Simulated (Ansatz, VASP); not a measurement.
One calculation of Sn3SeS2, two programs

```
Sn Se S
1.0
     4.18688    0.00000    0.00000
    -2.09344    3.62594    0.00000
     0.00000    0.00000   10.24820
Sn Se S
3 1 2
Cartesian
  2.0934 1.2086 8.4475
  0.0000 0.0000 5.1241
  0.0000 2.4173 1.8007
  0.0000 0.0000 0.0000
  0.0000 2.4173 6.7866
  2.0934 1.2086 3.4616
```

Alike in both runs: functional PBE; k mesh 12 × 12 × 4; occupations gaussian, width 0.02 eV; no spin polarisation.

Ansatz relaxed the structure, and its values are those at the end. VASP's run is a single point on that final structure, the one shown.

```csv
,VASP,Ansatz
version,VASP 6.6.1,Ansatz 0.2.0
potentials or method,"VASP PAW PBE potentials, release 64 (Sn_d, Se, S)","scalar-relativistic, plane waves, PAW"
plane-wave cutoff (eV),520,420
valence electrons in the cell,60,70
```

```csv
,VASP,Ansatz,Ansatz less VASP
gap on the k mesh at the Fermi level (eV),0.42,0.42,0.000
least direct gap on the mesh (eV),0.50,0.50,+0.001
pressure (GPa),0.0,0.0,+0.03
```

The two sets of potentials don't hold the same shells in valence.

Caveats: spin-orbit coupling is left out, which moves the levels of the heavy elements.
